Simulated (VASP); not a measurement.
# InBiO4 (P4/mmm) in VASP: single point with r2SCAN

Aim: the single point of InBiO4 with r2SCAN.

All numbers are computed with VASP 6.6.1; they aren't measurements. Logs are shortened: lines on timing, memory, paths and dates and some standing lists are left out, and cuts for length are marked.

### Step 1. The structure

Symmetry: P4/mmm, No. 123, tetragonal system. Conventional cell: a = 3.757 Å, b = 3.757 Å, c = 5.335 Å, α = 90.00°, β = 90.00°, γ = 90.00°. Around In (site symmetry 4/mmm) lie 8 O at 2.32 Å. Bi (site symmetry 4/mmm) is surrounded by 8 O at 2.29 Å. Around O (site symmetry 2mm) lie 2 Bi at 2.29 Å and 2 In at 2.32 Å and 1 O at 2.63 Å.

The cell was built by a generator and needn't be a form met in nature.

### Step 2. Single point, r2SCAN

INCAR

```
SYSTEM = InBiO4
ALGO = Normal
EDIFF = 1E-6
ENCUT = 520
ISIF = 2
ISMEAR = 0
KPAR = 4
LASPH = .TRUE.
LCHARG = .FALSE.
LMIXTAU = .TRUE.
LREAL = .FALSE.
LWAVE = .FALSE.
METAGGA = R2SCAN
NBANDS = 35
NELM = 150
PREC = Accurate
SIGMA = 0.1
```

KPOINTS

```
k-points
0
G
  8 8 6
  0 0 0
```

POSCAR

```
InBiO4                                  
1.0
    3.7565963237      0.0000000000     -0.0000000000
    0.0000000000      3.7565963237     -0.0000000000
   -0.0000000000     -0.0000000000      5.3348149264
  In              Bi              O             
     1     1     4
Direct
     1.0000000000000000    0.0000000000000000    0.5000000000000000
     0.5000000000000000    0.5000000000000000    0.0000000000000000
     1.0000000000000000    0.5000000000000000    0.7538104308589507
     0.5000000000000000    0.0000000000000000    0.2461895691410493
     1.0000000000000000    0.5000000000000000    0.2461895691410493
     0.5000000000000000    1.0000000000000000    0.7538104308589507
```

Potentials or basis: VASP PAW PBE potentials, release 64 (In_d, Bi_d, O).

On the command line:

```sh
$ cat potpaw_PBE.64/In_d/POTCAR potpaw_PBE.64/Bi_d/POTCAR potpaw_PBE.64/O/POTCAR > POTCAR
$ mpirun -np 4 vasp_std > vasp.out
```

OUTCAR:

```text
SYSTEM = InBiO4
   EDIFF = 1E-6
   ENCUT = 520
   ISIF = 2
   ISMEAR = 0
   LASPH = .TRUE.
   LREAL = .FALSE.
   METAGGA = R2SCAN
   NELM = 150
   PREC = Accurate

 ion  position               nearest neighbor table
   1  0.000  0.000  0.500-   3 2.32   4 2.32   5 2.32   6 2.32   3 2.32   5 2.32   4 2.32   6 2.32
                             2 3.76   2 3.76   2 3.76   2 3.76   2 3.76   2 3.76   2 3.76   2 3.76
   2  0.500  0.500  0.000-   3 2.29   4 2.29   5 2.29   6 2.29   4 2.29   6 2.29   3 2.29   5 2.29
                             1 3.76   1 3.76   1 3.76   1 3.76   1 3.76   1 3.76   1 3.76   1 3.76
   3  0.000  0.500  0.754-   2 2.29   2 2.29   1 2.32   1 2.32
   4  0.500  0.000  0.246-   2 2.29   2 2.29   1 2.32   1 2.32
   5  0.000  0.500  0.246-   2 2.29   2 2.29   1 2.32   1 2.32
   6  0.500  0.000  0.754-   2 2.29   2 2.29   1 2.32   1 2.32

  LATTYP: Found a simple tetragonal cell.
 ALAT       =     3.7565963237
 C/A-ratio  =     1.4201192960

  Lattice vectors:

 A1 = (   3.7565963237,   0.0000000000,   0.0000000000)
 A2 = (   0.0000000000,   3.7565963237,   0.0000000000)
 A3 = (   0.0000000000,   0.0000000000,   5.3348149264)

Analysis of symmetry for initial positions (statically):
=====================================================================
 Subroutine PRICEL returns:
 Original cell was already a primitive cell.

 Routine SETGRP: Setting up the symmetry group for a
 simple tetragonal supercell.

 Subroutine GETGRP returns: Found 16 space group operations
 (whereof 16 operations were pure point group operations)
 out of a pool of 16 trial point group operations.

The static configuration has the point symmetry D_4h.

Analysis of symmetry for dynamics (positions and initial velocities):
=====================================================================
 Subroutine PRICEL returns:
 Original cell was already a primitive cell.

 Routine SETGRP: Setting up the symmetry group for a
 simple tetragonal supercell.

 Subroutine GETGRP returns: Found 16 space group operations
 (whereof 16 operations were pure point group operations)
 out of a pool of 16 trial point group operations.

The dynamic configuration has the point symmetry D_4h.

 Subroutine INISYM returns: Found 16 space group operations
 (whereof 16 operations are pure point group operations),
 and found     1 'primitive' translations

----------------------------------------------------------------------------------------

                                     Primitive cell
[... 98 lines left out ...]
   NELM   =    150;   NELMIN=  2; NELMDL= -5     # of ELM steps
   EDIFF  = 0.1E-05   stopping-criterion for ELM
   LREAL  =      F    real-space projection
[... 7 lines left out ...]
   TEBEG  =    0.0;   TEEND  =   0.0 temperature during run
   PSTRESS=    0.0 pullay stress
   NELECT =      52.0000    total number of electrons
   NUPDOWN=      -1.0000    fix difference up-down
   EMIN   =  10.00;   EMAX   =-10.00  energy-range for DOS
   EFERMI =   0.00;   METHOD = LEGACY
   ISMEAR =     0;   SIGMA  =   0.10  broadening in eV -4-tet -1-fermi 0-gaus
   EFERMI_NEDOS =   21; number of points for ismear=-14 and -15
   IALGO  =     38    algorithm
   IMIX   =      4    mixing-type and parameters
     AMIX     =   0.40;   BMIX     =  1.00
     AMIX_MAG =   1.60;   BMIX_MAG =  1.00
  volume/ion in A,a.u.               =      12.55        84.67
  Fermi-wavevector in a.u.,A,eV,Ry     =   1.447126  2.734672 28.492979  2.094175
  Thomas-Fermi vector in A             =   2.565117
   LORBIT       =      0    0 simple, 1 ext, 2 COOP (PROOUT), +10 PAW based schemes
   METAGGA = R2SCAN    functional components
   LHFCALC =     F    Hartree Fock is set to
   AEXX    =    0.0000 exact exchange contribution
   IVDW    =     0    specifies the selected vdW correction
   LEPSILON=     F    determine dielectric tensor
   LRPA    =     F    only Hartree local field effects (RPA)
 non-spin polarized calculation
 Gauss-broadening in eV      SIGMA  =   0.10
  energy-cutoff  :      520.00
  volume of cell :       75.28
 maximum number of plane-waves:      2072
 NGX is ok and might be reduce to    28
   NGX = 13   NGY = 13   NGZ = 19

 number of electron      51.9999993 magnetization

 Free energy of the ion-electron system (eV)
  ---------------------------------------------------
  ext. energy  EPLUGINS =         0.00000000
  ---------------------------------------------------
  free energy    TOTEN  =      -111.77261888 eV

  energy without entropy =     -111.76493221  energy(sigma->0) =     -111.76877555

 E-fermi :   5.8693     XC(G=0): -11.9956

 val. band max:        5.8636251943   @ k =   0.5000   0.5000   0.0000
 cond. band min:       5.8751687505   @ k =   0.5000   0.3750   0.5000
 fundamental gap:      0.0115435562
 Fermi energy:         5.8693493923

 k-point     1 :       0.0000    0.0000    0.0000
  band No.  band energies     occupation
      1     -17.2785      2.00000
      2     -16.9998      2.00000
      3     -16.9998      2.00000
      4     -16.9860      2.00000
      5     -16.9142      2.00000
      6     -14.0073      2.00000
[... 901 lines left out ...]
     34      17.6950      0.00000
     35      18.3851      0.00000

 [... further k-points ...]

------------------------ aborting loop because EDIFF is reached ----------------------------------------

  FORCE on cell =-STRESS in cart. coord.  units (eV):
  Direction    XX          YY          ZZ          XY          YZ          ZX
  --------------------------------------------------------------------------------------
  -------------------------------------------------------------------------------------
  Total       -3.0838677     -3.0838677     -3.1681253      0.0000000      0.0000000     -0.0000000
  in kB      -65.6293205    -65.6293205    -67.4224477      0.0000000      0.0000000     -0.0000000
  external PRESSURE =     -66.2270296 kB  Pullay stress =       0.0000000 kB

 VOLUME and BASIS-vectors are now :
 -----------------------------------------------------------------------------
  energy-cutoff  :      520.00
  volume of cell :       75.28
      direct lattice vectors                 reciprocal lattice vectors
     3.756596324  0.000000000  0.000000000     0.266198418  0.000000000  0.000000000
     0.000000000  3.756596324  0.000000000     0.000000000  0.266198418  0.000000000
     0.000000000  0.000000000  5.334814926     0.000000000  0.000000000  0.187447927

 POSITION                                       TOTAL-FORCE (eV/Angst)
 -----------------------------------------------------------------------------------
      0.00000      0.00000      2.66741        -0.000000     -0.000000      0.000000
      1.87830      1.87830      0.00000        -0.000000     -0.000000      0.000000
      0.00000      1.87830      4.02144        -0.000000      0.000000      0.069588
      1.87830      0.00000      1.31338         0.000000     -0.000000     -0.069588
      0.00000      1.87830      1.31338         0.000000      0.000000     -0.069588
      1.87830      0.00000      4.02144        -0.000000     -0.000000      0.069588
 -----------------------------------------------------------------------------------
    total drift:                                0.000000      0.000000      0.000000

  FREE ENERGIE OF THE ION-ELECTRON SYSTEM (eV)
  ---------------------------------------------------
  free  energy   TOTEN  =      -111.7726188830 eV

  energy  without entropy=     -111.7649322088  energy(sigma->0) =     -111.76877555
```

stdout:

```text
POSCAR found type information on POSCAR InBiO
 POSCAR found :  3 types and       6 ions
 scaLAPACK will be used
 -----------------------------------------------------------------------------
|                                                                             |
|                                                                             |
|     You enforced a specific xc type in the INCAR file but a different       |
|     I HOPE YOU KNOW WHAT YOU ARE DOING!                                     |
|                                                                             |
 -----------------------------------------------------------------------------

 LDA part: xc-table for (None), standard interpolation
 POSCAR, INCAR and KPOINTS ok, starting setup
 FFT: planning ... GRIDC
 FFT: planning ... GRID_SOFT
 FFT: planning ... GRID
 WAVECAR not read
 entering main loop
```

It took 2 min on 4 MPI ranks of Intel Xeon Platinum 8488C (Sapphire Rapids), shared host; peak memory 0.27 GiB.

Results:

- Free energy: -111.7726 eV
- Pressure: -6.6 GPa
- Largest force: 0.070 eV/Å
- Band gap on the k mesh: none (metal or under the smearing width)

Forces on the atoms (eV/Å):
```
In   0.000  0.000  0.000
Bi   0.000  0.000  0.000
O    0.000  0.000  0.070
O    0.000  0.000 -0.070
O    0.000  0.000 -0.070
O    0.000  0.000  0.070
```

Levels at points of the mesh, in eV from the Fermi level:
| k point | band 22 | band 23 | band 24 | band 25 | band 26 | band 27 | band 28 | band 29 | band 30 | band 31 |
| --- | --- | --- | --- | --- | --- | --- | --- | --- | --- | --- |
| (0.00, 0.00, 0.00) | -1.35 | -1.25 | -1.25 | -0.24 | -0.19 | -0.19 | 3.94 | 5.50 | 7.13 | 7.13 |
| (0.50, 0.00, 0.00) | -2.33 | -1.71 | -1.22 | -0.49 | -0.46 | 1.47 | 5.52 | 7.35 | 8.29 | 8.36 |
| (0.50, 0.50, 0.00) | -0.42 | -0.22 | -0.22 | -0.01 | 0.02 | 0.74 | 5.06 | 6.66 | 6.66 | 9.70 |
| (0.00, 0.00, 0.50) | -1.21 | -0.65 | -0.65 | -0.63 | -0.63 | 0.09 | 3.88 | 5.40 | 7.05 | 8.28 |
| (0.50, 0.00, 0.50) | -2.42 | -1.94 | -1.92 | -1.54 | -1.50 | 1.93 | 6.01 | 7.48 | 7.48 | 8.66 |
| (0.50, 0.50, 0.50) | -2.44 | -0.61 | -0.28 | -0.18 | 0.19 | 1.38 | 5.98 | 8.12 | 8.12 | 9.45 |

Caveat: the PAW data sets were made with another functional, which shifts forces and pressure a little; spin-orbit coupling is left out, which moves the levels of the heavy elements.
